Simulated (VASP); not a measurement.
# MoPd under changes of volume

One of the cells (15.743 Å³/atom); the others are scaled copies at fixed shape and fractional positions:

```
Pd Mo
1.0
     2.81240    0.00000    0.00000
    -1.40620    2.43561    0.00000
     0.00000    0.00000    4.59661
Pd Mo
1 1
Direct
  0.33333 0.66667 0.00000
  0.66667 0.33333 0.50000
```

The cell comes from a database or a generator and needn't be the stable form of this composition.

```yaml
Program: VASP 6.6.1
Functional: PBEsol
Potentials_or_basis: VASP PAW PBE potentials, release 64 (Pd, Mo_sv)
Cutoff: 520 eV
k_mesh: 11 × 11 × 6
Occupations: fermi-dirac, width 0.05 eV
Spin: no spin polarisation
```

| volume (Å³/atom) | energy over the lowest point (meV/atom) | pressure (GPa) |
| --- | --- | --- |
| 14.508 | 2.87 | 4.2 |
| 14.817 | 0.00 | -1.3 |
| 15.126 | 7.10 | -6.1 |
| 15.743 | 46.75 | -14.2 |
| 16.052 | 77.39 | -17.6 |
| 16.361 | ? | ? |

**Question.** What does the run at 16.361 Å³/atom give?

**Answer.** Energy over the lowest point 114.14 meV/atom; pressure -20.6 GPa.

Worked out: A Birch-Murnaghan fit of order 3 (a polynomial in V^(-2/3)) to the other rows has its minimum at 14.75 Å³/atom with B0 = V·E''(V) = 254 GPa and B' = 4.9 at fixed shape and positions, which overstates the stiffness. It gives 114.13 meV/atom at 16.361 Å³/atom, against the run's 114.14, and -dE/dV = -20.5 GPa, against -20.6.

Energies are extrapolated to zero smearing.

Caveats: the PAW data sets were made with another functional, which shifts forces and pressure a little.
